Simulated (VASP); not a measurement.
# Relaxed cell of Si2Mo: a test of cutoff and mesh, part 2 of 2

How far does the relaxed cell of Si2Mo depend on cutoff and k mesh? The starting structure is a measured crystal structure from the Crystallography Open Database. The first relaxation on each setting starts from this cell expanded by 3 % in volume.

VASP 6.6.1.

Results so far: reference 13.29 Å³ an atom; a cutoff of 250 eV 13.16 Å³ an atom; an 8×8×8 mesh 13.29 Å³ an atom.

The database entry behind the starting cell is an old determination (1927), so it need not match the best structure at ambient conditions.

## Step 5: Relaxation with a cutoff of 600 eV

Level of this step: PBEsol; plane waves and PAW (Mo_sv, Si) (VASP).

Against step 2 the input has ENCUT = 600. This run starts from the cell of an earlier relaxation, which isn't shown; the restart sets up the plane waves anew.

File INCAR:

```
SYSTEM = Si2Mo
PREC = Accurate
ENCUT = 600
EDIFF = 1E-06
NELM = 100
ISMEAR = 0
SIGMA = 0.05
LREAL = .FALSE.
ALGO = Normal
GGA = PS
NBANDS = 17
LASPH = .TRUE.
LORBIT = 11
LWAVE = .FALSE.
LCHARG = .FALSE.
KPAR = 8
IBRION = 2
NSW = 50
ISIF = 3
EDIFFG = -0.006
```

File POSCAR:

```
Si2Mo
1.0
   -1.5959879291      1.5959879291      3.9126089344
    1.5959879291     -1.5959879291      3.9126089344
    1.5959879291      1.5959879291     -3.9126089344
Mo Si
1 2
Direct
    0.0000000000      0.0000000000      0.0000000000
    0.6649522958      0.6649522958      0.0000000000
    0.3350477042      0.3350477042      0.0000000000
```

File KPOINTS:

```
Automatic mesh
0
Gamma
14 14 14
0 0 0
```

The projector-augmented-wave data sets are Mo_sv and Si (PBE family, release 64).

Command:

```sh
mpirun -np 8 vasp_std
```

The program printed:

```text
[... set-up lines as in an earlier step ...]
 entering main loop
       N       E                     dE             d eps       ncg     rms          rms(c)
DAV:   1     0.131660980006E+03    0.13166E+03   -0.12327E+04  8296   0.137E+03
DAV:   2    -0.227949073269E+02   -0.15446E+03   -0.15161E+03 10159   0.329E+02
DAV:   3    -0.260303904560E+02   -0.32355E+01   -0.32177E+01 10544   0.427E+01
DAV:   4    -0.260478935949E+02   -0.17503E-01   -0.17490E-01  9994   0.345E+00
[...]
DAV:  11    -0.250790359793E+02    0.12036E-04   -0.18507E-04  9093   0.102E-01    0.393E-02
DAV:  12    -0.250790325453E+02    0.34339E-05   -0.28190E-05  8904   0.378E-02    0.799E-03
DAV:  13    -0.250790320665E+02    0.47882E-06   -0.97510E-07  4836   0.887E-03
   1 F= -.25079032E+02 E0= -.25078751E+02  d E =-.250790E+02
[...]
reached required accuracy - stopping structural energy minimisation
```

Run time: 23 s. Hardware: 8 MPI ranks of Intel Xeon Platinum 8488C (Sapphire Rapids), shared host; peak memory 2.9 GiB; 3 min of CPU time.

Parts of OUTCAR (step 5):

```text
  Total       -0.0034338     -0.0034338     -0.0137252      0.0000000     -0.0000000      0.0000000
  in kB       -0.1380051     -0.1380051     -0.5516230      0.0000000     -0.0000000      0.0000000
  external PRESSURE =      -0.2758778 kB  Pullay stress =       0.0000000 kB

 POSITION                                       TOTAL-FORCE (eV/Angst)
 -----------------------------------------------------------------------------------
      0.00000      0.00000      0.00000         0.000000      0.000000      0.000000
      0.00000      0.00000      5.20340        -0.000000     -0.000000     -0.001787
      0.00000      0.00000      2.62182         0.000000      0.000000      0.001787
 -----------------------------------------------------------------------------------
    total drift:                               -0.000000      0.000000      0.000000

  FREE ENERGIE OF THE ION-ELECTRON SYSTEM (eV)
  ---------------------------------------------------
  free  energy   TOTEN  =       -25.0790320665 eV

  energy  without entropy=      -25.0784700090  energy(sigma->0) =      -25.07875104

[... 2 parts as in an earlier step ...]

[... 2 further parts left out ...]
[key lines of the parts left out:]
E-fermi :  12.3602
```

With a cutoff of 600 eV the cell ends at 13.288 Å³ an atom, +0.02 % from the reference; the bulk modulus is 218.7 GPa against 218.9 GPa.

## Step 6: Relaxation with a 20×20×20 mesh

Against step 2 the input has a 20×20×20 mesh. This run starts from the cell of an earlier relaxation, which isn't shown; the restart sets up the plane waves anew.

INCAR: that of step 5 with these lines changed.

```diff
@@ -2,3 +2,3 @@
 PREC = Accurate
-ENCUT = 600
+ENCUT = 450
 EDIFF = 1E-06
```

File POSCAR:

```
Si2Mo
1.0
   -1.5960111690      1.5960111690      3.9124075946
    1.5960111690     -1.5960111690      3.9124075946
    1.5960111690      1.5960111690     -3.9124075946
Mo Si
1 2
Direct
    0.0000000000      0.0000000000      0.0000000000
    0.6649341157      0.6649341157      0.0000000000
    0.3350658843      0.3350658843      0.0000000000
```

File KPOINTS:

```
Automatic mesh
0
Gamma
20 20 20
0 0 0
```

Command:

```sh
mpirun -np 8 vasp_std
```

The program printed:

```text
[... set-up lines as in an earlier step ...]
 entering main loop
       N       E                     dE             d eps       ncg     rms          rms(c)
DAV:   1     0.106005732563E+03    0.10601E+03   -0.10511E+04 21858   0.110E+03
DAV:   2    -0.235681927478E+02   -0.12957E+03   -0.12743E+03 27090   0.290E+02
DAV:   3    -0.260354860399E+02   -0.24673E+01   -0.24490E+01 27183   0.364E+01
DAV:   4    -0.260478093370E+02   -0.12323E-01   -0.12317E-01 27006   0.290E+00
[...]
DAV:  11    -0.250795756669E+02    0.11585E-04   -0.17589E-04 23915   0.989E-02    0.375E-02
DAV:  12    -0.250795726703E+02    0.29965E-05   -0.25647E-05 23273   0.362E-02    0.782E-03
DAV:  13    -0.250795721860E+02    0.48433E-06   -0.91303E-07 12292   0.875E-03
   1 F= -.25079572E+02 E0= -.25079473E+02  d E =-.250796E+02
[...]
N       E                     dE             d eps       ncg     rms          rms(c)
DAV:   1    -0.250796695343E+02   -0.96864E-04   -0.21816E-03 22911   0.472E-01    0.123E-01
DAV:   2    -0.250795847892E+02    0.84745E-04   -0.76336E-04 22760   0.200E-01    0.294E-02
DAV:   3    -0.250795705234E+02    0.14266E-04   -0.65620E-05 22555   0.450E-02    0.953E-03
DAV:   4    -0.250795692887E+02    0.12347E-05   -0.55348E-06 23280   0.206E-02    0.629E-03
DAV:   5    -0.250795696849E+02   -0.39621E-06   -0.26409E-07 11338   0.469E-03
   2 F= -.25079570E+02 E0= -.25079470E+02  d E =0.250107E-05
 trial-energy change:    0.000003  1 .order    0.000003   -0.000009    0.000015
 step:   0.3742(harm=  0.3742)  dis= 0.00002  next Energy=   -25.079574 (dE=-0.173E-05)
[...]
N       E                     dE             d eps       ncg     rms          rms(c)
DAV:   1    -0.250796142725E+02   -0.44984E-04   -0.85205E-04 22904   0.295E-01    0.769E-02
DAV:   2    -0.250795814015E+02    0.32871E-04   -0.30220E-04 22681   0.126E-01    0.187E-02
DAV:   3    -0.250795754015E+02    0.60000E-05   -0.26134E-05 22484   0.284E-02    0.608E-03
DAV:   4    -0.250795745264E+02    0.87507E-06   -0.20951E-06 13819   0.129E-02
   3 F= -.25079575E+02 E0= -.25079475E+02  d E =-.234041E-05
[...]
reached required accuracy - stopping structural energy minimisation
```

The job ended after 53 s (8 MPI ranks; peak memory 3.7 GiB; 7 min of CPU time).

From OUTCAR (step 6):

```text
  Total        0.0036623      0.0036623      0.0050896      0.0000000      0.0000000     -0.0000000
  in kB        0.1472262      0.1472262      0.2046055      0.0000000      0.0000000     -0.0000000
  external PRESSURE =       0.1663526 kB  Pullay stress =       0.0000000 kB

 POSITION                                       TOTAL-FORCE (eV/Angst)
 -----------------------------------------------------------------------------------
      0.00000      0.00000     -0.00000         0.000000      0.000000     -0.000000
      0.00000      0.00000      5.20233        -0.000000     -0.000000     -0.000108
      0.00000      0.00000      2.62153         0.000000      0.000000      0.000108
 -----------------------------------------------------------------------------------
    total drift:                               -0.000000      0.000000      0.000000

  FREE ENERGIE OF THE ION-ELECTRON SYSTEM (eV)
  ---------------------------------------------------
  free  energy   TOTEN  =       -25.0795745264 eV

  energy  without entropy=      -25.0793755784  energy(sigma->0) =      -25.07947505

[... 1 part as in an earlier step ...]

[... 3 further parts left out ...]
[key lines of the parts left out:]
E-fermi :  12.3124
```

With a 20×20×20 mesh the cell ends at 13.285 Å³ an atom, +0.00 % from the reference; the bulk modulus is 219.3 GPa against 218.9 GPa.

## Step 7: The runs compared

```tsv
run	volume (Å³/atom)	change (%)	bulk modulus (GPa)	pressure left (GPa)	core minutes
reference	13.285	-	218.9	0.0	11.9
a cutoff of 250 eV	13.163	-0.92	224.4	-0.01	5.25
an 8×8×8 mesh	13.288	0.02	219.3	-0.03	4.24
a cutoff of 600 eV	13.288	0.02	218.7	-0.03	22.5
a 20×20×20 mesh	13.285	0.0	219.3	0.02	24.0
```

Core minutes are wall time times ranks, summed over the relaxations behind a row (those for a bulk modulus apart), on shared hosts.

## Step 8: What came out

```
volume of the reference                          : 13.29 Å³/atom
volume against the reference, a cutoff of 250 eV : -0.92 %
volume against the reference, an 8×8×8 mesh      : +0.02 %
volume against the reference, a cutoff of 600 eV : +0.02 %
volume against the reference, a 20×20×20 mesh    : +0.00 %
```

What this shows: The volume moves most with a cutoff of 250 eV: -0.92 % against the reference (450 eV, 14×14×14 mesh). On finer settings it changes by +0.02 % with a cutoff of 600 eV and +0.00 % with a 20×20×20 mesh. The relaxations stop with up to 0.03 GPa left, which at the bulk modulus found here is 0.02 % of the volume, and more along a soft axis. That understates it: a restart alone still moved the volume by up to 0.4 %. A cell that shrinks at the lower cutoff is the usual mark of Pulay stress, the error that a plane-wave basis makes when it is kept while the volume changes. The bulk modulus is more sensitive: it changes by +2.5 % with a cutoff of 250 eV. Further runs on this material are not shown.

[Lines on the potential files, build, host, timing and source positions are cut from VASP's logs without a mark.]

[Logs are printed without paths, hosts, clocks, repeated set-up lines and the standing remarks that a program may print on its own settings, such as how far it seeks lower states.]

[Hosts, paths, dates, database ids (printed as entryN), source tags and the programs' standing remarks are cut or masked in the printed files.]
